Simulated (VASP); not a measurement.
Consider the following.

```
CELL_PARAMETERS angstrom
      0.00000     2.92363     2.92363
      2.92363     0.00000     2.92363
      2.92363     2.92363     0.00000
ATOMIC_POSITIONS crystal
  Hg 0.00000 0.00000 0.00000
  S  0.25000 0.25000 0.25000
```

All values below come from PBE GGA, VASP's PBE PAW potentials (set 64) (plane waves; VASP). Settings: 300 eV cut-off, 13×13×13 Γ-centred mesh, Fermi-Dirac smearing of 0.050 eV, potentials Hg S.

### Question
Give the energies of bands 2 to 11 at the high-symmetry points, in eV from the Fermi level.

### Answer

```tsv
band	Γ	X	U	L	W
2	-7.12	-6.98	-6.87	-6.91	-6.77
3	-7.12	-6.48	-6.60	-6.91	-6.62
4	-7.12	-6.48	-6.40	-6.12	-6.33
5	-6.19	-6.03	-6.12	-6.12	-6.26
6	-6.19	-5.76	-5.55	-5.79	-5.41
7	-0.45	-4.88	-5.13	-5.55	-5.18
8	0.00	-2.35	-2.90	-0.98	-2.84
9	0.00	-2.35	-1.90	-0.98	-2.34
10	0.00	3.23	3.34	1.60	3.84
11	6.02	3.42	4.73	6.77	5.32
```

It has no gap at this level: it comes out as a metal or semimetal.

The structure comes from a computed database's HgS entry; how it stands against other phases isn't given here. The cell was not relaxed at this level.
